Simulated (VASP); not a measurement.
A convergence study with VASP on W (bcc): one setting is varied, all else stays as given below, so the limit is that of these other settings.

```yaml
crystal:
  lattice:
    - [-1.58000, 1.58000, 1.58000]
    - [1.58000, -1.58000, 1.58000]
    - [1.58000, 1.58000, -1.58000]
  atoms:
    - { symbol: W, position: [0.00000, 0.00000, 0.00000] }
```

Calculation: PBE GGA, VASP's PBE PAW potentials (set 64) (plane waves; VASP). The tightest run used: 550 eV cut-off, 26×26×26 Γ-centred mesh, first-order Methfessel-Paxton smearing of 0.10 eV, potentials W_sv.

The reference is 26×26×26 mesh, which took about 2 core-minutes. Times come from single runs on busy shared machines, so they are rough: good to a factor of about 2.

Task: Of the settings 1×1×1 mesh; 2×2×2 mesh; 3×3×3 mesh; 4×4×4 mesh; 5×5×5 mesh; 6×6×6 mesh; 8×8×8 mesh; 9×9×9 mesh; 10×10×10 mesh; 11×11×11 mesh; 12×12×12 mesh; 13×13×13 mesh; 14×14×14 mesh; 15×15×15 mesh; 16×16×16 mesh; 17×17×17 mesh; 18×18×18 mesh; 19×19×19 mesh; 21×21×21 mesh; 22×22×22 mesh; 23×23×23 mesh; 24×24×24 mesh; 25×25×25 mesh; 26×26×26 mesh, which is the lowest that keeps the difference from the reference in the stress, largest component (GPa) within 0.5 from there on, and what does it cost?

Result: 15×15×15 mesh; its cost over the reference is about 1/3.
```json
[
 {"setting": "1×1×1 mesh", "difference in the stress, largest component (GPa)": "128.04", "cost over the reference": "about 1/9"},
 {"setting": "2×2×2 mesh", "difference in the stress, largest component (GPa)": "13.33", "cost over the reference": "about 1/8"},
 {"setting": "3×3×3 mesh", "difference in the stress, largest component (GPa)": "8.84", "cost over the reference": "about 1/9"},
 {"setting": "4×4×4 mesh", "difference in the stress, largest component (GPa)": "0.99", "cost over the reference": "about 1/7"},
 {"setting": "5×5×5 mesh", "difference in the stress, largest component (GPa)": "0.09", "cost over the reference": "about 1/7"},
 {"setting": "6×6×6 mesh", "difference in the stress, largest component (GPa)": "1.88", "cost over the reference": "about 1/6"},
 {"setting": "8×8×8 mesh", "difference in the stress, largest component (GPa)": "0.52", "cost over the reference": "about 1/4"},
 {"setting": "9×9×9 mesh", "difference in the stress, largest component (GPa)": "0.22", "cost over the reference": "about 1/5"},
 {"setting": "10×10×10 mesh", "difference in the stress, largest component (GPa)": "0.30", "cost over the reference": "about 1/4"},
 {"setting": "11×11×11 mesh", "difference in the stress, largest component (GPa)": "0.33", "cost over the reference": "about 1/4"},
 {"setting": "12×12×12 mesh", "difference in the stress, largest component (GPa)": "0.35", "cost over the reference": "about 1/3"},
 {"setting": "13×13×13 mesh", "difference in the stress, largest component (GPa)": "0.26", "cost over the reference": "about 1/3"},
 {"setting": "14×14×14 mesh", "difference in the stress, largest component (GPa)": "0.65", "cost over the reference": "about 1/3"},
 {"setting": "15×15×15 mesh", "difference in the stress, largest component (GPa)": "0.34", "cost over the reference": "about 1/3"},
 {"setting": "16×16×16 mesh", "difference in the stress, largest component (GPa)": "0.32", "cost over the reference": "about 1/2"},
 {"setting": "17×17×17 mesh", "difference in the stress, largest component (GPa)": "0.17", "cost over the reference": "about 1/2"},
 {"setting": "18×18×18 mesh", "difference in the stress, largest component (GPa)": "0.07", "cost over the reference": "within a factor of 2"},
 {"setting": "19×19×19 mesh", "difference in the stress, largest component (GPa)": "0.21", "cost over the reference": "within a factor of 2"},
 {"setting": "21×21×21 mesh", "difference in the stress, largest component (GPa)": "0.06", "cost over the reference": "within a factor of 2"},
 {"setting": "22×22×22 mesh", "difference in the stress, largest component (GPa)": "0.26", "cost over the reference": "within a factor of 2"},
 {"setting": "23×23×23 mesh", "difference in the stress, largest component (GPa)": "0.07", "cost over the reference": "within a factor of 2"},
 {"setting": "24×24×24 mesh", "difference in the stress, largest component (GPa)": "0.10", "cost over the reference": "within a factor of 2"},
 {"setting": "25×25×25 mesh", "difference in the stress, largest component (GPa)": "0.10", "cost over the reference": "within a factor of 2"},
 {"setting": "26×26×26 mesh", "difference in the stress, largest component (GPa)": "0.00", "cost over the reference": "reference"}
]
```

Left out are rungs that failed or repeat a setting and relaxations that didn't move; long series are thinned to 24 rows.

The compound is W in the bcc structure. The cell was not relaxed at this level.
